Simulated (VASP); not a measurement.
# A VASP study of TePd (PBEsol): structure first, properties next, part 3 of 5

How well does PBEsol reproduce what experiment finds for TePd? The cell is relaxed first, and properties follow on it. The start is a cell from a database of measured crystal structures.

VASP 6.6.1, plane waves and PAW; the level of theory is named at each step.

So far. Step 2 (Full relaxation (PBEsol)): It ends with forces that vanish by symmetry and a pressure of 0.00 GPa. The volume lies -0.8 % from that of the database's start, which holds the thermal and zero-point expansion of its experiment. Step 3 (Single point with fields (PBEsol)): In this run the pressure is -0.01 GPa, small enough to go on. The relaxed cell has a = 4.157, c = 5.615 Å (conventional setting).

### Step 4. Bands along the symmetry lines (PBEsol)

Level of this step: PBEsol; plane waves and PAW (Te, Pd) (VASP).

The mesh alone shows little of the dispersion and can miss band extrema, so KPOINTS_OPT adds a path through the symmetry points after the self-consistent cycle.

The input, INCAR:

```
SYSTEM = TePd
PREC = Accurate
ENCUT = 400
EDIFF = 1E-06
NELM = 100
ISMEAR = 0
SIGMA = 0.05
LREAL = .FALSE.
ALGO = Normal
GGA = PS
NBANDS = 30
LASPH = .TRUE.
LORBIT = 11
LWAVE = .FALSE.
LCHARG = .FALSE.
KPAR = 4
```

The input, POSCAR:

```
TePd
1.0
    4.1568387541      0.0000000000      0.0000000000
   -2.0784193771      3.5999279605      0.0000000000
    0.0000000000      0.0000000000      5.6148976823
Te Pd
2 2
Direct
    0.3333333333      0.6666666667      0.2500000000
    0.6666666667      0.3333333333      0.7500000000
    0.0000000000      0.0000000000      0.0000000000
    0.0000000000      0.0000000000      0.5000000000
```

The input, KPOINTS:

```
Automatic mesh
0
Gamma
7 7 5
0 0 0
```

The input, KPOINTS_OPT:

```
Line mode
16
Line-mode
Reciprocal
  0.00000000   0.00000000   0.00000000 GAMMA
  0.50000000   0.00000000   0.00000000 M

  0.50000000   0.00000000   0.00000000 M
  0.33333333   0.33333333   0.00000000 K

  0.33333333   0.33333333   0.00000000 K
  0.00000000   0.00000000   0.00000000 GAMMA

  0.00000000   0.00000000   0.00000000 GAMMA
  0.00000000   0.00000000   0.50000000 A

  0.00000000   0.00000000   0.50000000 A
  0.50000000   0.00000000   0.50000000 L

  0.50000000   0.00000000   0.50000000 L
  0.33333333   0.33333333   0.50000000 H

  0.33333333   0.33333333   0.50000000 H
  0.00000000   0.00000000   0.50000000 A

  0.50000000   0.00000000   0.50000000 L
  0.50000000   0.00000000   0.00000000 M

  0.33333333   0.33333333   0.00000000 K
  0.33333333   0.33333333   0.50000000 H
```

PAW data sets: Te and Pd (PBE family, release 64).

Run with:

```console
$ mpirun -np 4 vasp_std
```

Log:

```text
[banner, memory and clock lines left out]
running    4 mpi-ranks, on    1 nodes
 distrk:  each k-point on    1 cores,    4 groups
 distr:  one band on    1 cores,    1 groups

 POSCAR found type information on POSCAR TePd
 POSCAR found :  2 types and       4 ions
 [... a notice as in an earlier step ...]

 LDA part: xc-table for (Slater+PW92), standard interpolation
 POSCAR, INCAR and KPOINTS ok, starting setup
 FFT: planning ... GRIDC
 FFT: planning ... GRID_SOFT
 FFT: planning ... GRID
 WAVECAR not read
 entering main loop
       N       E                     dE             d eps       ncg     rms          rms(c)
DAV:   1     0.142204717949E+03    0.14220E+03   -0.11512E+04  1440   0.761E+02
DAV:   2    -0.149984292607E+02   -0.15720E+03   -0.14538E+03  1634   0.187E+02
DAV:   3    -0.207465101713E+02   -0.57481E+01   -0.56823E+01  1760   0.356E+01
DAV:   4    -0.208203082465E+02   -0.73798E-01   -0.73778E-01  1626   0.429E+00
DAV:   5    -0.208223273799E+02   -0.20191E-02   -0.20191E-02  1764   0.705E-01    0.163E+01
DAV:   6    -0.205939495635E+02    0.22838E+00   -0.51523E-01  1620   0.593E+00    0.958E+00
DAV:   7    -0.205541434176E+02    0.39806E-01   -0.15991E-01  1536   0.400E+00    0.279E+00
DAV:   8    -0.205109974428E+02    0.43146E-01   -0.11539E-01  1626   0.297E+00    0.104E+00
DAV:   9    -0.205113001480E+02   -0.30271E-03   -0.42267E-03  1658   0.313E-01    0.902E-01
DAV:  10    -0.205105161126E+02    0.78404E-03   -0.30352E-03  1602   0.348E-01    0.338E-01
DAV:  11    -0.205103154359E+02    0.20068E-03   -0.15214E-04  1644   0.940E-02    0.296E-01
DAV:  12    -0.205102895810E+02    0.25855E-04   -0.47416E-05  1660   0.289E-02    0.153E-01
DAV:  13    -0.205102646452E+02    0.24936E-04   -0.10187E-05  1676   0.268E-02    0.106E-01
DAV:  14    -0.205102502020E+02    0.14443E-04   -0.10899E-05  1620   0.235E-02    0.616E-02
DAV:  15    -0.205102436064E+02    0.65957E-05   -0.92133E-06  1606   0.236E-02    0.190E-02
DAV:  16    -0.205102435326E+02    0.73777E-07   -0.72310E-07   870   0.392E-03
   1 F= -.20510244E+02 E0= -.20508975E+02  d E =-.253661E-02
 Start KPOINTS_OPT (optional k-point list driver)
k-point batch [1-24\144]
       N       E                     dE             ncg
DAV:   1     0.751810028657E+04   -0.57844E+04     1440
DAV:   2     0.376016981298E+04   -0.37579E+04     1678
DAV:   3     0.362374731976E+04   -0.13642E+03     1782
DAV:   4     0.362185496148E+04   -0.18924E+01     1646
DAV:   5     0.362179962968E+04   -0.55332E-01     1748
DAV:   6     0.362179746813E+04   -0.21615E-02     1680
DAV:   7     0.362179738393E+04   -0.84198E-04     1750
DAV:   8     0.362179738031E+04   -0.36190E-05     1390
DAV:   9     0.362179738006E+04   -0.24893E-06     1118
[...]
k-point batch [121-144\144]
       N       E                     dE             ncg
DAV:   1     0.744932248028E+04   -0.14422E+05     1440
DAV:   2     0.365271434254E+04   -0.37966E+04     1664
DAV:   3     0.351835354299E+04   -0.13436E+03     1754
DAV:   4     0.351648714585E+04   -0.18664E+01     1690
DAV:   5     0.351643058572E+04   -0.56560E-01     1724
DAV:   6     0.351642840270E+04   -0.21830E-02     1730
DAV:   7     0.351642831020E+04   -0.92506E-04     1720
DAV:   8     0.351642830635E+04   -0.38501E-05     1414
DAV:   9     0.351642830610E+04   -0.24460E-06     1098
```

Elapsed: 34 s, on 4 MPI ranks of Intel Xeon 6975P-C (Granite Rapids), shared host; peak memory 0.85 GiB; 2.2 min of CPU time.

Parts of OUTCAR (step 4):

```text
 Found     24 irreducible k-points:

   k-points           NKPTS =     24   k-points in BZ     NKDIM =     24   number of bands    NBANDS=     30

   NELECT =      32.0000    total number of electrons

 E-fermi :   9.2613

 k-point     1 :       0.0000    0.0000    0.0000
  band No.  band energies     occupation
    ...
     11       7.0263      2.00000
     12       7.0263      2.00000
     13       8.0557      2.00000
     14       8.0557      2.00000
     15       8.9848      2.00000
     16       9.7358      0.00000
     17      10.9682      0.00000
     18      10.9682      0.00000
     19      11.4058      0.00000
     20      12.5072      0.00000
    ...

 k-point     2 :       0.1429    0.0000    0.0000
  band No.  band energies     occupation
    ...
     11       6.9909      2.00000
     12       7.0268      2.00000
     13       7.1987      2.00000
     14       7.8475      2.00000
     15       8.8500      2.00000
     16       9.8641      0.00000
     17       9.9959      0.00000
     18      10.8913      0.00000
     19      12.5116      0.00000
     20      13.6336      0.00000
    ...

  Total       -0.0340364     -0.0340364      0.0122787      0.0000000      0.0000000      0.0000000
  in kB       -0.6490150     -0.6490150      0.2341340      0.0000000      0.0000000      0.0000000
  external PRESSURE =      -0.3546320 kB  Pullay stress =       0.0000000 kB

 POSITION                                       TOTAL-FORCE (eV/Angst)
 -----------------------------------------------------------------------------------
     -0.00000      2.39995      1.40372        -0.000000     -0.000000      0.000000
      2.07842      1.19998      4.21117         0.000000      0.000000      0.000000
      0.00000      0.00000      0.00000         0.000000      0.000000      0.000000
      0.00000      0.00000      2.80745         0.000000      0.000000      0.000000
 -----------------------------------------------------------------------------------
    total drift:                                0.000000     -0.000000      0.000000

  FREE ENERGIE OF THE ION-ELECTRON SYSTEM (eV)
  ---------------------------------------------------
  free  energy   TOTEN  =       -20.5102435326 eV

  energy  without entropy=      -20.5077069268  energy(sigma->0) =      -20.50897523

 total charge
# of ion       s       p       d       tot
------------------------------------------
    1        1.403   1.824   0.079   3.306
    2        1.403   1.824   0.079   3.306
    3        0.427   0.474   8.614   9.515
    4        0.427   0.474   8.614   9.515
--------------------------------------------------
tot          3.661   4.596  17.387  25.644

[... 8 parts as in an earlier step ...]

[... 5 further parts left out ...]
```

Spin-orbit coupling is off here; with elements this heavy it splits and shifts levels by tenths of an eV or more.

This step gave:

```yaml
bands: 30
pressure: -0.03546 GPa
```

Electronic bands along the path, in eV, zero at the Fermi level; # counts the bands kept, so #1 is VASP's band 3:

| point | #11 | #12 | #13 | #14 | #15 | #16 | #17 | #18 |
| --- | --- | --- | --- | --- | --- | --- | --- | --- |
| Γ | -1.21 | -1.21 | -0.28 | 0.47 | 1.71 | 1.71 | 2.14 | 3.25 |
| 0.47 of the way | -2.23 | -1.80 | -0.70 | -0.19 | 0.91 | 1.73 | 3.50 | 5.01 |
| M | -2.40 | -2.27 | -2.22 | -1.67 | 0.82 | 2.20 | 3.78 | 3.87 |
| 0.53 of the way | -2.28 | -2.27 | -2.25 | -1.07 | 0.07 | 0.55 | 3.32 | 4.60 |
| K | -2.30 | -2.28 | -1.24 | -1.24 | -0.56 | -0.56 | 3.01 | 5.77 |
| 0.47 of the way | -2.24 | -2.11 | -0.93 | 0.30 | 0.35 | 0.71 | 4.12 | 4.75 |
| Γ | -1.21 | -1.21 | -0.28 | 0.47 | 1.71 | 1.71 | 2.14 | 3.25 |
| 0.47 of the way | -0.99 | -0.68 | -0.43 | -0.43 | 1.52 | 1.52 | 2.86 | 4.17 |
| A | -1.94 | -1.94 | 0.78 | 0.78 | 0.78 | 0.78 | 4.38 | 4.38 |
| 0.47 of the way | -1.57 | -1.57 | -0.45 | -0.45 | 0.17 | 0.17 | 3.92 | 3.92 |
| L | -2.75 | -2.75 | -0.54 | -0.54 | 0.38 | 0.38 | 3.33 | 3.33 |
| 0.47 of the way | -2.69 | -2.69 | -1.48 | -1.48 | 1.46 | 1.46 | 3.90 | 3.90 |
| H | -2.42 | -2.42 | -2.06 | -2.06 | 2.08 | 2.08 | 5.26 | 5.26 |
| 0.47 of the way | -1.70 | -1.70 | -1.39 | -1.39 | 0.72 | 0.72 | 4.44 | 4.44 |
| A | -1.94 | -1.94 | 0.78 | 0.78 | 0.78 | 0.78 | 4.38 | 4.38 |
| jump to L | -2.75 | -2.75 | -0.54 | -0.54 | 0.38 | 0.38 | 3.33 | 3.33 |
| 0.47 of the way | -2.54 | -2.45 | -1.67 | -0.91 | 0.91 | 1.14 | 2.52 | 3.91 |
| M | -2.40 | -2.27 | -2.22 | -1.67 | 0.82 | 2.20 | 3.78 | 3.87 |
| jump to K | -2.30 | -2.28 | -1.24 | -1.24 | -0.56 | -0.56 | 3.01 | 5.77 |
| 0.47 of the way | -2.40 | -2.40 | -1.77 | -1.77 | 0.63 | 0.63 | 3.87 | 5.81 |
| H | -2.42 | -2.42 | -2.06 | -2.06 | 2.08 | 2.08 | 5.26 | 5.26 |

Of the projections kept (Te, Pd), the largest for each band there; the rest of the weight can lie on other orbitals:

| point | #11 | #12 | #13 | #14 | #15 | #16 | #17 | #18 |
| --- | --- | --- | --- | --- | --- | --- | --- | --- |
| Γ | Te 0.80 | Te 0.80 | Pd 0.93 | Te 0.97 | Pd 0.57 | Pd 0.57 | Pd 0.54 | Pd 0.60 |
| M | Pd 0.99 | Pd 0.99 | Pd 1.00 | Pd 0.84 | Pd 0.74 | Te 0.57 | Pd 0.74 | Pd 0.61 |
| K | Pd 1.00 | Pd 0.98 | Pd 0.74 | Pd 0.74 | Pd 0.69 | Pd 0.69 | Pd 0.87 | Te 0.53 |
| Γ | Te 0.80 | Te 0.80 | Pd 0.93 | Te 0.97 | Pd 0.57 | Pd 0.57 | Pd 0.54 | Pd 0.60 |
| A | Pd 0.61 | Pd 0.61 | Pd 0.51 | Pd 0.51 | Pd 0.51 | Pd 0.51 | Pd 0.60 | Pd 0.60 |
| L | Pd 0.97 | Pd 0.97 | Pd 0.65 | Pd 0.65 | Pd 0.58 | Pd 0.58 | Te 0.50 | Te 0.50 |

There is no gap at this level.

### Step 5. Density of states (PBEsol)

Here the states are counted by energy and projected on the atoms. The mesh is finer than in the run before.

Edit INCAR of step 4 so:

```diff
@@ -5,3 +5,3 @@
 NELM = 100
-ISMEAR = 0
+ISMEAR = -5
 SIGMA = 0.05
@@ -16 +16,2 @@
 KPAR = 4
+NEDOS = 2001
```

POSCAR is that of step 4.

The input, KPOINTS:

```
Automatic mesh
0
Gamma
11 11 7
0 0 0
```

Run with:

```console
$ mpirun -np 4 vasp_std
```

Log:

```text
[... set-up lines as in an earlier step ...]
 entering main loop
       N       E                     dE             d eps       ncg     rms          rms(c)
DAV:   1     0.141458556710E+03    0.14146E+03   -0.11374E+04  3848   0.757E+02
DAV:   2    -0.150440978903E+02   -0.15650E+03   -0.14494E+03  4320   0.187E+02
DAV:   3    -0.207495880328E+02   -0.57055E+01   -0.56248E+01  4698   0.353E+01
DAV:   4    -0.208222977297E+02   -0.72710E-01   -0.72735E-01  4362   0.428E+00
DAV:   5    -0.208242700208E+02   -0.19723E-02   -0.19734E-02  4624   0.700E-01    0.161E+01
DAV:   6    -0.205959433921E+02    0.22833E+00   -0.50276E-01  4368   0.584E+00    0.944E+00
DAV:   7    -0.205492750010E+02    0.46668E-01   -0.15153E-01  4068   0.387E+00    0.270E+00
DAV:   8    -0.205104290370E+02    0.38846E-01   -0.11314E-01  4260   0.293E+00    0.101E+00
DAV:   9    -0.205107088278E+02   -0.27979E-03   -0.41462E-03  4474   0.311E-01    0.843E-01
DAV:  10    -0.205099733417E+02    0.73549E-03   -0.37487E-03  4236   0.392E-01    0.241E-01
DAV:  11    -0.205098480515E+02    0.12529E-03   -0.20138E-04  4496   0.127E-01    0.213E-01
DAV:  12    -0.205098468119E+02    0.12396E-05   -0.39732E-05  4448   0.277E-02    0.826E-02
DAV:  13    -0.205098477728E+02   -0.96090E-06   -0.43513E-06  4514   0.160E-02
   1 F= -.20509848E+02 E0= -.20509848E+02  d E =0.000000E+00
 -----------------------------------------------------------------------------
|                                                                             |
|           W    W    AA    RRRRR   N    N  II  N    N   GGGG   !!!           |
|           W    W   A  A   R    R  NN   N  II  NN   N  G    G  !!!           |
|           W    W  A    A  R    R  N N  N  II  N N  N  G       !!!           |
|           W WW W  AAAAAA  RRRRR   N  N N  II  N  N N  G  GGG   !            |
|           WW  WW  A    A  R   R   N   NN  II  N   NN  G    G                |
|           W    W  A    A  R    R  N    N  II  N    N   GGGG   !!!           |
|                                                                             |
|     Tetrahedron method does not include variations of the Fermi             |
|     occupations, so forces and stress will be inaccurate. We suggest        |
|     using a different smearing scheme ISMEAR = 1 or 2 for metals in         |
|     relaxations.                                                            |
|                                                                             |
 -----------------------------------------------------------------------------
```

Elapsed: 21 s, on 4 MPI ranks; peak memory 0.95 GiB.

From OUTCAR (step 5):

```text
   k-points           NKPTS =     64   k-points in BZ     NKDIM =     64   number of bands    NBANDS=     30

   NELECT =      32.0000    total number of electrons

 E-fermi :   9.2682

 k-point     1 :       0.0000    0.0000    0.0000
  band No.  band energies     occupation
    ...
     11       7.0397      2.00000
     12       7.0397      2.00000
     13       8.0597      2.00000
     14       8.0597      2.00000
     15       8.9959      2.00000
     16       9.7168     -0.04392
     17      10.9727      0.00000
     18      10.9727      0.00000
     19      11.4056      0.00000
     20      12.5093      0.00000
    ...

  Total       -0.1403201     -0.1403201     -0.1678181      0.0000000      0.0000000      0.0000000
  in kB       -2.6756636     -2.6756636     -3.2000045      0.0000000      0.0000000      0.0000000
  external PRESSURE =      -2.8504439 kB  Pullay stress =       0.0000000 kB

 POSITION                                       TOTAL-FORCE (eV/Angst)
 -----------------------------------------------------------------------------------
     -0.00000      2.39995      1.40372        -0.000000      0.000000      0.000000
      2.07842      1.19998      4.21117        -0.000000      0.000000      0.000000
      0.00000      0.00000      0.00000         0.000000      0.000000      0.000000
      0.00000      0.00000      2.80745         0.000000      0.000000      0.000000
 -----------------------------------------------------------------------------------
    total drift:                                0.000000     -0.000000      0.000000

  FREE ENERGIE OF THE ION-ELECTRON SYSTEM (eV)
  ---------------------------------------------------
  free  energy   TOTEN  =       -20.5098477728 eV

  energy  without entropy=      -20.5098477728  energy(sigma->0) =      -20.50984777

[... 7 parts as in an earlier step ...]

[... 9 further parts left out ...]
```

With tetrahedra the forces and stress of a metal are not exact derivatives of the energy.

Numbers from this step:

| Item | Value |
| --- | --- |
| SCF cycles | 13 |
| irreducible k-points | 64 |
| Fermi energy | 9.268 eV |
| pressure | -0.2850 GPa |
| DOS at the Fermi level | 1.775 states/eV/cell |

The density of states has structure finer than the step of the table below, so its rows give means over 0.5 eV, whole bins alone (the curve runs from -12.0 to 5.74 eV). Peaks (eV: height): total -11.88: 5.67, -3.88: 8.49, -3.11: 14.2, -2.41: 7.67; Pd d -3.88: 4.46, -3.11: 12.5, -2.41: 6.68; Te p -6.06: 1.31, -4.89: 1.08, -3.88: 1.43, 1.32: 1.12; Pd p -4.12: 0.336, -3.88: 0.565, 0.07: 0.185, 4.04: 0.235; Pd s -6.06: 0.446, -4.89: 0.172, -2.95: 0.188, 4.04: 0.713.

States under -12.0 eV and over 5.7 eV are left out. Table of density of states by energy, zero at the Fermi level; means over each step; values in states/eV/cell:

| energy (eV) | total | Pd d | Te p | Pd p | Pd s | Te s | Te d |
| --- | --- | --- | --- | --- | --- | --- | --- |
| -11.5 | 1.45 | 0.0815 | 0.00292 | 0.0365 | 0.0106 | 0.962 | 3.1e-4 |
| -11.0 | 0.0185 | 2.7e-4 | 1.9e-5 | 7.8e-4 | 7.3e-5 | 0.0128 | 6.5e-6 |
| -10.5 | 0 | 0 | 0 | 0 | 0 | 0 | 0 |
| -10.0 | 0 | 0 | 0 | 0 | 0 | 0 | 0 |
| -9.5 | 0 | 0 | 0 | 0 | 0 | 0 | 0 |
| -9.0 | 0 | 0 | 0 | 0 | 0 | 0 | 0 |
| -8.5 | 0 | 0 | 0 | 0 | 0 | 0 | 0 |
| -8.0 | 0 | 0 | 0 | 0 | 0 | 0 | 0 |
| -7.5 | 0 | 0 | 0 | 0 | 0 | 0 | 0 |
| -7.0 | 0.0247 | 0.00451 | 0.00551 | 2.5e-4 | 0.00486 | 3.3e-4 | 4.7e-5 |
| -6.5 | 1.78 | 0.276 | 0.433 | 0.0476 | 0.305 | 0.0180 | 0.00326 |
| -6.0 | 3.50 | 0.779 | 0.886 | 0.126 | 0.307 | 0.0355 | 0.00512 |
| -5.5 | 3.71 | 1.62 | 0.789 | 0.0954 | 0.143 | 0.0235 | 0.0121 |
| -5.0 | 4.29 | 2.10 | 0.845 | 0.127 | 0.145 | 0.0179 | 0.0192 |
| -4.5 | 5.29 | 3.11 | 0.802 | 0.165 | 0.0814 | 0.0166 | 0.0276 |
| -4.0 | 6.29 | 3.50 | 0.986 | 0.341 | 0.0635 | 0.0343 | 0.0344 |
| -3.5 | 3.98 | 2.95 | 0.273 | 0.105 | 0.0156 | 0.00886 | 0.0379 |
| -3.0 | 8.33 | 7.17 | 0.162 | 0.0765 | 0.0913 | 0.0117 | 0.0601 |
| -2.5 | 6.31 | 5.36 | 0.201 | 0.0856 | 0.0811 | 0.0379 | 0.0346 |
| -2.0 | 3.63 | 2.67 | 0.302 | 0.104 | 0.0693 | 0.0458 | 0.0200 |
| -1.5 | 3.10 | 1.80 | 0.456 | 0.133 | 0.0850 | 0.0999 | 0.0193 |
| -1.0 | 2.60 | 1.37 | 0.462 | 0.126 | 0.0433 | 0.104 | 0.0180 |
| -0.5 | 2.26 | 1.08 | 0.475 | 0.116 | 0.0322 | 0.0835 | 0.0167 |
| 0.0 | 2.04 | 0.741 | 0.569 | 0.121 | 0.0364 | 0.0666 | 0.0219 |
| 0.5 | 2.17 | 0.754 | 0.663 | 0.108 | 0.0326 | 0.0540 | 0.0247 |
| 1.0 | 2.15 | 0.721 | 0.731 | 0.0761 | 0.0271 | 0.0354 | 0.0244 |
| 1.5 | 2.06 | 0.661 | 0.765 | 0.0431 | 0.0225 | 0.0212 | 0.0253 |
| 2.0 | 0.215 | 0.0675 | 0.0875 | 0.00295 | 0.00126 | 0.00133 | 0.00200 |
| 2.5 | 0.0369 | 0.00179 | 0.00263 | 0.00394 | 0.00534 | 0.00245 | 0.00301 |
| 3.0 | 0.473 | 0.0307 | 0.0415 | 0.0361 | 0.0977 | 0.0254 | 0.0398 |
| 3.5 | 1.41 | 0.133 | 0.124 | 0.113 | 0.285 | 0.0533 | 0.126 |
| 4.0 | 3.22 | 0.349 | 0.341 | 0.200 | 0.628 | 0.0946 | 0.288 |
| 4.5 | 2.13 | 0.208 | 0.264 | 0.137 | 0.451 | 0.0793 | 0.186 |
| 5.0 | 1.40 | 0.101 | 0.147 | 0.171 | 0.173 | 0.0364 | 0.162 |

The finer mesh and the other smearing move the Fermi level by +0.01 eV from the 7×7×5 run, a small shift, which tests the Fermi level alone. Of the states within 0.3 eV of the Fermi level, the largest shares in the PAW spheres are Pd d 36 %, Te p 28 % and Pd p 6 %. The rest lies in smaller channels or between the spheres.

(Continued in part 4 of 5.)

[Lines on the potential files, build, host, timing and source positions are cut from VASP's logs without a mark.]

[Logs are printed without paths, hosts, clocks, repeated set-up lines and the standing remarks that a program may print on its own settings, such as how far it seeks lower states.]

[Hosts, paths, dates, database ids (printed as entryN), source tags and the programs' standing remarks are cut or masked in the printed files.]

[A measured line is paired with the nearest computed mode of its activity, which favours agreement.]
